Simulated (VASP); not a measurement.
**OSiF3H: single point with RPBE+D3(BJ)**

The system is OSiF3H, in a box.

```
CELL_PARAMETERS angstrom
12.00000 0.00000 0.00000
0.00000 12.00000 0.00000
0.00000 0.00000 12.00000
ATOMIC_POSITIONS crystal
O 0.45745 0.59302 0.59770
Si 0.49393 0.54092 0.48010
F 0.42251 0.58740 0.38059
F 0.48207 0.41048 0.47744
F 0.61898 0.57213 0.46021
H 0.38319 0.58295 0.62508
```

```yaml
Program: VASP 6.6.1
Task: single point
Functional: RPBE
Dispersion: D3(BJ)
Potentials_or_basis: VASP PAW PBE potentials, release 64 (O, Si, F, H)
Cutoff: 520 eV
k_mesh: 1 × 1 × 1
Occupations: gaussian, width 0.01 eV
Spin: no spin polarisation
Further_INCAR_settings: ALGO = Normal; EDIFF = 1e-07; NBANDS = 25
```

```yaml
Largest_force: 1.074 eV/Å
Gap_between_the_frontier_levels: 7.38 eV
Dispersion_energy_per_atom: -0.093 eV
```

Forces in eV/Å, atoms in the order of the input:
```
O    0.285  0.360  0.485
Si  -0.192  0.098  0.289
F   -0.570  0.391 -0.809
F   -0.082 -1.063 -0.013
F    1.031  0.269 -0.141
H   -0.471 -0.054  0.190
```

Levels at points of the mesh, in eV from the valence-band top:
| k point | band 12 | band 13 | band 14 | band 15 | band 16 | band 17 | band 18 | band 19 | band 20 | band 21 |
| --- | --- | --- | --- | --- | --- | --- | --- | --- | --- | --- |
| (0.00, 0.00, 0.00) | -1.86 | -1.83 | -1.29 | -0.72 | 0.00 | 7.38 | 8.69 | 9.08 | 9.22 | 9.24 |

Run time: 100 s on 1 thread of Intel(R) Xeon(R) 6975P-C (Granite Rapids), on a shared host, peak memory 1.3 GiB.

Caveat: the PAW data sets were made with another functional, which shifts forces and pressure a little.
